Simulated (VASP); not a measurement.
Input:

```
CELL_PARAMETERS angstrom
      0.00000     2.59212     2.59212
      2.59212     0.00000     2.59212
      2.59212     2.59212     0.00000
ATOMIC_POSITIONS crystal
  Si 0.00000 0.00000 0.00000
  Si 0.25000 0.25000 0.25000
```

Method: PBE GGA, VASP's PBE PAW potentials (set 64) (plane waves; VASP). Run with 500 eV cut-off, 9×9×9 Γ-centred mesh, Gaussian smearing of 0.050 eV, potentials Si.

Question: What does the run give for the energy per atom (σ→0), pressure?

Answer: 
| Item | Result |
|---|---|
| energy per atom (σ→0) | -5260 meV/atom |
| pressure | 19.97 GPa |

Only differences to runs with the same potentials and settings are physical.

The compound is Si in the diamond structure. It was relaxed first under an external pressure of 20 GPa.
